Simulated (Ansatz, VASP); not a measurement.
# Cross-check of Ge7F2 between VASP and Ansatz

Wanted: the spread between two codes on one cell, functional and k mesh. The cell is taken from a series of runs on this material, whose earlier steps may have relaxed, scaled, displaced or heated it; both programs get it as it stands.

Method: plane waves, with VASP 6.6.1 beside it; single point at PBEsol, in Ansatz 0.2.0.

### 1. The starting structure

The cell holds 18 atoms: 14 Ge and 4 F. Its edges and angles: a = 4.001 Å, b = 5.658 Å, c = 52.800 Å, α = 90.0°, β = 90.0°, γ = 90.0°. It derives from Ge. Vacuum lies along c.

### 2. Ansatz: single point, PBEsol

Ansatz runs on its PAW soft_1 files.

With cell and atoms fixed, the geometry can't cause a difference; cores, projectors, grids and the points listed under the comparison can.

File input.yaml:

```yaml
crystal:
  lattice:
    - [4.000810168, 0.0, 0.0]
    - [0.0, 5.658, 0.0]
    - [0.0, 0.0, 52.8]
  atoms:
    - { symbol: Ge, position: [0.0, 0.0033928893, 0.3862308782] }
    - { symbol: Ge, position: [0.0, 0.7502319534, 0.4241162141] }
    - { symbol: Ge, position: [0.5, 0.4997680466, 0.4241162141] }
    - { symbol: Ge, position: [0.5, 0.2466071107, 0.3862308782] }
    - { symbol: Ge, position: [0.0, 9.71569e-05, 0.4620571897] }
    - { symbol: Ge, position: [0.0, 0.7500229056, 0.5] }
    - { symbol: Ge, position: [0.5, 0.4999770944, 0.5] }
    - { symbol: Ge, position: [0.5, 0.2499028431, 0.4620571897] }
    - { symbol: Ge, position: [0.0, 9.71569e-05, 0.5379428103] }
    - { symbol: Ge, position: [0.0, 0.7502319534, 0.5758837859] }
    - { symbol: Ge, position: [0.5, 0.4997680466, 0.5758837859] }
    - { symbol: Ge, position: [0.5, 0.2499028431, 0.5379428103] }
    - { symbol: Ge, position: [0.0, 0.0033928893, 0.6137691218] }
    - { symbol: Ge, position: [0.5, 0.2466071107, 0.6137691218] }
    - { symbol: F, position: [0.0, 0.8179703255, 0.35985164] }
    - { symbol: F, position: [0.5, 0.4320296745, 0.35985164] }
    - { symbol: F, position: [0.0, 0.8179703255, 0.64014836] }
    - { symbol: F, position: [0.5, 0.4320296745, 0.64014836] }
  periodic: [true, true, false]
kpoints:
  mp_grid: { grid: [6, 4, 1] }
  band_path:
    path: [[0, 0, 0], [0.5, 0, 0], [0.5, 0.5, 0], [0, 0.5, 0], [0, 0, 0]]
    npoints: 10
hamiltonian:
  xc: pbesol
  pseudopotentials: { kind: paw, azcp: { folder: soft_1 }, xc_functional: pbe }
scf:
  occupations: { method: fermi_dirac, width: 0.02 }
  n_extra_bands: 10
output:
  eigenvalues: true
  forces: true
  stress: true
  write_density: true
  write_potential: true
  elf: true
  volumetric_format: npy
```

Run with:

```console
$ ansatz run input.yaml --threads 3 --pin off --max-ram 92160MiB --backend cuda --events-out ev --progress --plain --runs-dir out --devices 1 --max-vram 13GiB
```

Numbers of over 12 decimals in the logs are rounded to 6 here.

The log of the run:

```text
scf.n_extra_bands = 10 over 112 filled bands (N_el = 224.0): the run solves 122 bands
GPUs: using 1 of 1 available (devices: 1).
Engine: ansatz 0.2.0, x86_64-unknown-linux-gnu
Pseudopotentials: kind: paw
Pseudopotential: Ge, paw, valence charge 14, recommended cutoff 420 eV (normal), soft_1/Ge.paw.azcp
Pseudopotential: F, paw, valence charge 7, recommended cutoff 420 eV (normal), soft_1/F.paw.azcp
Functional definition: PBEsol
  exchange = pbesol_x
  correlation = pbesol_c
device memory: the entry about to start is reckoned to put 9.0 GiB on a device that reports 48.9 GiB free (of which the cap on the GPU budget leaves the run 13.0 GiB)
GPU FFT provider: cuFFT
GPU libraries: cuBLAS 13.8.2, cuFFT 12.4.0, cuSOLVER 12.3.4
Crystal: 18 atoms, lattice volume = 1195.212 Å³
Basis set: ecut = 420 eV, 23511 PW (Γ), exchange–correlation on 54×80×720 points (8 copies of the dense FFT grid, shifted against one another)
Bands: 122, of which v1, the nominal top of the filled ones, is band 112 counted from 1 (111 counted from 0)
Symmetry: 8 space group operations
Space group: Pmma (ITA 51), of the structure as read, at distance tolerance 1.1e-4 Å
k-points: 12 of 24
Non-local potential: Ge, projectors of the file, l = 0: 2, l = 1: 2, l = 2: 3, l = 3: 1
Non-local potential: F, projectors of the file, l = 0: 2, l = 1: 2, l = 2: 1
PAW form: soft (Blöchl's): semilocal exchange-correlation on the pseudo side does not see the compensation charge
PAW frozen core: Ge, regenerated for the run's functional, and the local potential with it (the file was generated under x = pbe(κ = 0.804, μ = 0.219515), c = pbe(β = 0.066725))
PAW frozen core: F, regenerated for the run's functional, and the local potential with it (the file was generated under x = pbe(κ = 0.804, μ = 0.219515), c = pbe(β = 0.066725))
PAW one-centre angular grid: Ge, 590 points (default); XC on 64 Gauss nodes
PAW one-centre angular grid: F, 110 points (default); XC on 64 Gauss nodes
Initial density: superposition of atomic densities (neutral atoms: chi_scale 0, normalization atom)
Initial wavefunctions: pseudopotential atomic-orbital guess
GPU buffer pool allocated for 388800 grid points (all kernels)
GPU transforms: local potential and band sums: pruned to the plane-wave sphere, on 27×40×360
Functional: x = pbesol(κ = 0.804, μ = 0.123457), c = pbesol(β = 0.046)
SCF iter   1: F=—  HF=-62753.254535 eV  |F-HF|=—  |Δ(HF+E_count)|=         —  Δρ=3.34e-2  dr2=1.30e1  ethr=3.10e-3  ⟨swp⟩=8.9  Hψ=7539  notcnv=0
preconditioner: auto → Resta (q_TF=auto, 2.064 Å⁻¹)  ε∞=1.6  [insulator: Δε(μ)=0.259 eV  Ē_g=20.304 eV  σ=0.020 eV  W_gap=1.00  n_scr=190 (ndim 8)  ℏωp=16.1 eV  f_vac=0.680  D(μ)=0.01/eV (n_scr^D=0)  ε∞_Penn≈1.6  vacuum switching on, ρ_ref=3.0e-2 e/Å³]
SCF iter   2: F=—  HF=-62751.460018 eV  |F-HF|=—  |Δ(HF+E_count)|=    1.79e0  Δρ=2.66e-2  dr2=9.31e0  ethr=3.10e-3  ⟨swp⟩=4.2  Hψ=2668  notcnv=0  defer=51
preconditioner: auto → LDOS  [insulator: Δε(μ)=0.195 eV  Ē_g=20.014 eV  σ=0.020 eV  W_gap=0.98  n_scr=190 (ndim 8)  ℏωp=16.1 eV  f_vac=0.683  D(μ)=0.12/eV (n_scr^D=2)  ε∞_Penn≈1.6  β→1.0]
SCF iter   3: F=—  HF=-62750.449614 eV  |F-HF|=—  |Δ(HF+E_count)|=    1.01e0  Δρ=6.77e-3  dr2=2.40e0  ethr=3.10e-3  ⟨swp⟩=3.2  Hψ=2507  notcnv=0  defer=39
SCF iter   4: F=—  HF=-62750.353271 eV  |F-HF|=—  |Δ(HF+E_count)|=   9.63e-2  Δρ=5.68e-3  dr2=1.17e0  ethr=1.07e-3  ⟨swp⟩=3.8  Hψ=2332  notcnv=0  defer=37
SCF iter   5: F=—  HF=-62750.190058 eV  |F-HF|=—  |Δ(HF+E_count)|=   1.63e-1  Δρ=1.75e-3  dr2=1.24e-1  ethr=5.21e-4  ⟨swp⟩=3.1  Hψ=2301  notcnv=0  defer=37
SCF iter   6: F=—  HF=-62750.168507 eV  |F-HF|=—  |Δ(HF+E_count)|=   2.16e-2  Δρ=3.93e-4  dr2=8.49e-3  ethr=5.52e-5  ⟨swp⟩=3.8  Hψ=2323  notcnv=0  defer=37
SCF iter   7: F=—  HF=-62750.168365 eV  |F-HF|=—  |Δ(HF+E_count)|=   1.41e-4  Δρ=1.76e-4  dr2=2.58e-4  ethr=3.79e-6  ⟨swp⟩=2.7  Hψ=1999  notcnv=0  defer=37
SCF iter   8: F=—  HF=-62750.167987 eV  |F-HF|=—  |Δ(HF+E_count)|=   3.78e-4  Δρ=5.51e-5  dr2=2.64e-5  ethr=1.15e-7  ⟨swp⟩=3.0  Hψ=3182  notcnv=0  defer=37
SCF iter   9: F=—  HF=-62750.168658 eV  |F-HF|=—  |Δ(HF+E_count)|=   6.71e-4  Δρ=1.01e-5  dr2=2.66e-6  ethr=1.18e-8  ⟨swp⟩=3.9  Hψ=3382  notcnv=0  defer=37
SCF iter  10: F=—  HF=-62750.168658 eV  |F-HF|=—  |Δ(HF+E_count)|=   3.47e-7  Δρ=3.73e-6  dr2=1.47e-7  ethr=1.19e-9  ⟨swp⟩=2.9  Hψ=2885  notcnv=0  defer=37
SCF iter  11: F=-62750.168658 eV  HF=-62750.168658 eV  |F-HF|=1.56e-8  |Δ(HF+E_count)|=   5.96e-8  Δρ=1.30e-6  dr2=2.35e-8  ethr=4.46e-11  ⟨swp⟩=23.8  Hψ=15228  notcnv=0
SCF 1 converged in 11 iterations: F = -62750.168658 eV  dr2 = 2.35e-8
  greatest PAW one-centre occupation: 0.999 electrons in one spin orbital (limit 2), on the Ge atom at site 12 (counted from 0), in its partial waves of l = 2
device memory: the entry about to start is reckoned to put 7.7 GiB on a device that reports 46.1 GiB free (of which the cap on the GPU budget leaves the run 13.0 GiB)
NSCF: frozen V_eff on 41 k-points
[...]
SCF converged after 11 iterations
Free energy (F): -62750.168658 eV
Harris-Foulkes:  -62750.168658 eV  (|F-HF|=1.56e-8)
Internal energy: -62750.168655 eV  (E = F + TS)
E sigma→0 (E₀):  -62750.168657 eV
Entropy (-TS):   -0.000003 eV (-0.000 meV/atom)
Fermi energy:    -6.544597 eV
--- Per-component energies (eV) ---
  E_band       = -5563.419882
  E_kinetic    = 2084.861109
  E_local      = -1620456.768951  (includes V_loc(G=0)·N_el)
  E_nonlocal   = 3427.359859
  E_hartree    = 807531.275443
  E_xc         = -1294.567758
  E_vxc        = -1298.315629  (∫ρ·V_xc dr)
  E_paw        = -28411.100340  (= ΣΔE_a)
  E_vpaw       = -4383.160514  (= ΣTr[D̂ρ^β])
  E_aug_tail   = 0.003061  (compensation charges beyond the density's cutoff)
  E_ewald      = 774355.748022
  E_core_change = 13.020900  (= ΣΔE_core)
  E_smearing   = -0.000003  (= −TS)
  E_closure    = 0.000000  (closes the sum)
  Σ components = -62750.168658   (vs F -62750.168658, Δ=0.00e0)
--- Forces (eV/Å), atoms counted from 1 ---
  atom   1  Ge    -0.00000000     0.00299921    -0.00182213
  atom   2  Ge    -0.00000000    -0.00068676    -0.00043200
  atom   3  Ge     0.00000000     0.00068676    -0.00043200
  atom   4  Ge     0.00000000    -0.00299921    -0.00182213
  atom   5  Ge    -0.00000000     0.00031430    -0.00107666
  atom   6  Ge     0.00000000    -0.00036519     0.00000000
  atom   7  Ge    -0.00000000     0.00036519    -0.00000000
  atom   8  Ge     0.00000000    -0.00031430    -0.00107666
  atom   9  Ge    -0.00000000     0.00031430     0.00107666
  atom  10  Ge    -0.00000000    -0.00068676     0.00043200
  atom  11  Ge     0.00000000     0.00068676     0.00043200
  atom  12  Ge     0.00000000    -0.00031430     0.00107666
  atom  13  Ge    -0.00000000     0.00299921     0.00182213
  atom  14  Ge     0.00000000    -0.00299921     0.00182213
  atom  15  F     -0.00000000     0.00066853     0.00342378
  atom  16  F      0.00000000    -0.00066853     0.00342378
  atom  17  F     -0.00000000     0.00066853    -0.00342378
  atom  18  F      0.00000000    -0.00066853    -0.00342378
  max |Σ_I F_I| component: 3.47e-18 eV/Å
--- 2D stress c σ (N/m, compression-positive) ---
        3.005277      -0.000000       0.000000
       -0.000000       0.910377       0.000000
        0.000000       0.000000       0.000000
  P = ½ c Tr σ = 1.9578 N/m
--- Band table (eV; the first three rows and the last of 12) ---
  k-point 0: bands = [... 108 lower, -7.4044, -7.3007, -6.8952, -6.7332, -6.3401, -5.9194, -5.5839, -5.2692, ... 6 higher]
  k-point 1: bands = [... 108 lower, -7.6104, -7.5728, -7.3488, -7.3327, -6.0545, -5.9374, -5.7803, -5.4646, ... 6 higher]
  k-point 2: bands = [... 108 lower, -8.1791, -7.9667, -7.6453, -7.6202, -6.3440, -6.2187, -5.6286, -5.6140, ... 6 higher]
  k-point 11: bands = [... 108 lower, -8.2802, -8.2802, -8.2638, -8.2638, -6.0117, -6.0117, -4.7744, -4.7744, ... 6 higher]
```

(Part 1 of 2 ends here.)

[Lines on the potential files, build, host, timing and source positions are cut from VASP's logs without a mark.]

[Logs are printed without paths, hosts, clocks, repeated set-up lines and the standing remarks that a program may print on its own settings, such as how far it seeks lower states.]

[Hosts, paths, dates, database ids (printed as entryN), source tags and the programs' standing remarks are cut or masked in the printed files.]
